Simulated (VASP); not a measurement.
VASP input:

### KPOINTS
```
Automatic
0
Gamma
  6 6 6
```

**POSCAR**
```
RbCl
1.0
  0.0000000000   3.2686700000   3.2686700000
  3.2686700000   0.0000000000   3.2686700000
  3.2686700000   3.2686700000   0.0000000000
Rb Cl
1 1
Cart
  0.0000000000   0.0000000000   0.0000000000
  3.2686700000   3.2686700000   3.2686700000
```

**INCAR**
```
LMAXMIX=4
HFSCREEN=0.2   # 1/Angstrom
GGA=PE
ISMEAR=-1   # Fermi-Dirac
ENCUT=300   # plane-wave cut-off (eV)
AEXX=0.25
LREAL=.False.   # projection in real space or not
LCHARG=.False.
PRECFOCK=Fast
ALGO=Normal   # blocked Davidson
ISYM=3
NELM=100
ISIF=2   # forces and stress, cell fixed
LWAVE=.False.
EDIFF=1E-6
SIGMA=0.01
PREC=Accurate
LHFCALC=.True.
SYSTEM=RbCl
LASPH=.True.   # aspherical one-centre terms
```

POTCAR, in this order: Rb_sv Cl (PBE.64 set). Program: vasp_std.

Task: Translate this HSE06 calculation to Ansatz.

Result: One equivalent input (not run):
Ansatz 0.2 input:
```yaml
crystal:
  lattice:
    - [0.0000000, 3.2686700, 3.2686700]
    - [3.2686700, 0.0000000, 3.2686700]
    - [3.2686700, 3.2686700, 0.0000000]
  atoms:
    - { symbol: Rb, position: [0.0000000, 0.0000000, 0.0000000] }
    - { symbol: Cl, position: [0.5000000, 0.5000000, 0.5000000] }
kpoints:
  mp_grid: { grid: [6, 6, 6] }
hamiltonian:
  xc: hse06
  pseudopotentials: { kind: paw }
scf:
  occupations: { method: fermi_dirac, width: 0.01 }
  max_iter: 100
output: { forces: true, stress: true, eigenvalues: true }
```
The two are equivalent in intent, not identical: each code has its own PAW files, so the cut-off isn't converted (ENCUT is set for VASP's; basis.ecutwfc is left out, and Ansatz then takes the one that its files recommend); Ansatz stops its SCF on the density residual and VASP on the energy change (EDIFF); Ansatz's hse06 screens at 0.11 per bohr (0.208 per Å), slightly more than HFSCREEN = 0.2.

The structure comes from a computed database's RbCl entry; how it stands against other phases isn't given here. The cell was not relaxed at this level. The run is one of a series of settings (AEXX = 0.25, HFSCREEN = 0.2, ISYM = 3, LHFCALC = .TRUE., PRECFOCK = Fast, KPOINTS 6×6×6 Γ-centred mesh against the base run), some of them coarse on purpose.
